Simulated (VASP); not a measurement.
Given:

```yaml
crystal:
  lattice:
    - [0.00000, 1.97785, 1.97785]
    - [1.97785, 0.00000, 1.97785]
    - [1.97785, 1.97785, 0.00000]
  atoms:
    - { symbol: Al, position: [0.00000, 0.00000, 0.00000] }
    - { symbol: N, position: [0.50000, 0.50000, 0.50000] }
```

Level of theory: PBEsol GGA, VASP's PBE PAW potentials (set 64) (plane waves; VASP). Numerical set-up: 620 eV cut-off, 11×11×11 Γ-centred mesh, Gaussian smearing of 0.050 eV, potentials Al N.

**Question.** What does the run give for the energy per atom (σ→0), pressure?

**Answer.** 
```yaml
energy per atom (σ→0): -7.694 eV/atom
pressure: 19.90 GPa
```

The structure was generated: AlN was put into the rock salt type (Fm-3m), which need not be its known phase. It was relaxed first under an external pressure of 20 GPa.
